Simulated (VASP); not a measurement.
All values below come from PBEsol GGA, VASP's PBE PAW potentials (set 64) (plane waves; VASP).

VASP input:

INCAR:
```
SYSTEM = Rb
PREC = Accurate
ENCUT = 480
EDIFF = 1E-7
NELM = 100
ALGO = Normal
LREAL = .FALSE.
LASPH = .TRUE.
ISMEAR = 1
SIGMA = 0.1
GGA = PS
LMAXMIX = 4
LWAVE = .FALSE.
LCHARG = .FALSE.
ISIF = 3
IBRION = 2
NSW = 40
EDIFFG = -0.01
PSTRESS = 10
```

**KPOINTS**
```
Regular mesh
0
gamma
  8 8 8
```

### POSCAR
```
Rb
1
   -2.5848571798     2.5848571798     2.5848571798
    2.5848571798    -2.5848571798     2.5848571798
    2.5848571798     2.5848571798    -2.5848571798
Rb
1
Direct
  0.0000000000   0.0000000000   0.0000000000
```

POTCAR, in this order: Rb_sv (PBE.64 set). Program: vasp_std.

**Question.** What will the output report for the number of irreducible k-points (NKPTS), number of bands (NBANDS), largest plane-wave count, number of space-group operations, FFT grid (NGX, NGY, NGZ)?

**Answer.** 
The number of irreducible k-points (NKPTS) is 29. The number of bands (NBANDS) is 8 and the largest plane-wave count is 1686. The number of space-group operations is 48 and the FFT grid (NGX, NGY, NGZ) is 32 × 32 × 32.

The compound is Rb in the bcc structure. It was relaxed first under an external pressure of 1 GPa.
